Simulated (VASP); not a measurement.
Here is the system:

```
CELL_PARAMETERS angstrom
     -1.58184     1.58184     1.58184
      1.58184    -1.58184     1.58184
      1.58184     1.58184    -1.58184
ATOMIC_POSITIONS crystal
  W  0.00000 0.00000 0.00000
```

Calculation: revTPSS meta-GGA, VASP's PBE PAW potentials (set 64) (plane waves; VASP 6.6.1). Numerical set-up: 520 eV cut-off, 16×16×16 Γ-centred mesh, first-order Methfessel-Paxton smearing of 0.10 eV, potentials W_sv.

Unless said otherwise, spin-orbit coupling is left out, though it shifts the bands of the heavy elements here.

Q: Estimate the energy per atom (σ→0), band gap (on the k-mesh) with the smallest direct gap where there is one.

A: 
| Item | Result |
|---|---|
| band gap (on the k-mesh) | none (metal, semimetal or under 0.01 eV) |
| energy per atom (σ→0) | 25.070 eV/atom |

The absolute energy has meaning only against runs of the same code, potentials and settings.

The compound is W in the bcc structure. It was relaxed first.
